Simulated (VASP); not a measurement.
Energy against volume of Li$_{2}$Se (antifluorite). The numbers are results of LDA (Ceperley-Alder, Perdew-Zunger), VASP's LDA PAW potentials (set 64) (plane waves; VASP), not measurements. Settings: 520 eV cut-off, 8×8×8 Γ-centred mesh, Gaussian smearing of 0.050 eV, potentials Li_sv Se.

```tsv
V (Å³/atom)	E (eV/atom)
15.703	-4.05189
16.204	-4.05815
16.705	-4.06022
17.206	-4.05865
```

**Question.** Fit these four points and predict the energy of the run at 17.707 Å³/atom.

**Answer.** A cubic in V^(−2/3), the third-order Birch-Murnaghan form, passes through the four points with V0 = 16.73 Å³/atom and B0 = 39 GPa, and gives -4.0539 eV/atom there. The run gave -4.0540 eV/atom, -0.0 meV/atom from the fit; all five points give B0 = 38 GPa.

The compound is Li2Se in the antifluorite structure. It was relaxed first, which changed the volume by -7 %.
